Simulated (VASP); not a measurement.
Energy against volume of GaN (wurtzite). Level of theory: RPBE GGA, VASP's PBE PAW potentials (set 64) (plane waves; VASP). Settings: 520 eV cut-off, 8×8×4 Γ-centred mesh, Gaussian smearing of 0.050 eV, potentials Ga_d N.

Shape and ions are relaxed at each volume.

| V (Å³/atom) | E (eV/atom) |
|---|---|
| 11.303 | -5.64832 |
| 11.664 | -5.66707 |
| 12.024 | -5.67313 |
| 12.385 | -5.66840 |

Problem. Fit these four points and predict the energy of the run at 12.746 Å³/atom.

Solution. A cubic in V^(−2/3), the third-order Birch-Murnaghan form, passes through the four points with V0 = 12.04 Å³/atom and B0 = 159 GPa, and gives -5.6544 eV/atom there. The run gave -5.6545 eV/atom, -0.0 meV/atom from the fit; all five points give B0 = 159 GPa.

The compound is GaN in the wurtzite structure. It was relaxed first, which changed the volume by +5 %.
